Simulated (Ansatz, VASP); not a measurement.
Al4Co3Ru: VASP beside Ansatz

```xyz
8
Lattice="-2.8971 2.8971 2.8971 2.8971 -2.8971 2.8971 2.8971 2.8971 -2.8971" Properties=species:S:1:pos:R:3 pbc="T T T"
Al    1.4486    1.4486    1.4486
Al    1.4486   -1.4486    1.4486
Al   -1.4486    1.4486    1.4486
Al    1.4486    1.4486   -1.4486
Co    0.0000    2.8971    0.0000
Co    2.8971    0.0000    0.0000
Co    0.0000    0.0000    2.8971
Ru    0.0000    0.0000    0.0000
```

Alike in both runs: functional PBE; k mesh 10 × 10 × 10; occupations gaussian, width 0.1 eV; no spin polarisation.

Ansatz relaxed the structure, and its values are those at the end. VASP's run is a single point on that final structure, the one shown.

|  | VASP | Ansatz |
| --- | --- | --- |
| version | VASP 6.6.1 | Ansatz 0.2.0 |
| potentials or method | VASP PAW PBE potentials, release 64 (Al, Co, Ru_pv) | scalar-relativistic, plane waves, PAW |
| plane-wave cutoff (eV) | 520 | 420 |
| valence electrons in the cell | 53 | 79 |

```csv
,VASP,Ansatz,Ansatz less VASP
gap on the k mesh at the Fermi level (eV),none,none,-
pressure (GPa),-0.1,0.0,+0.10
```

A gap of «none» marks a metal or a gap that the smearing closes. With one functional, cell and mesh, what is left measures potentials, basis and numerics. The two sets of potentials don't hold the same shells in valence.

Spin polarisation is off, so any magnetic state and its effect on volume and gap are missing.
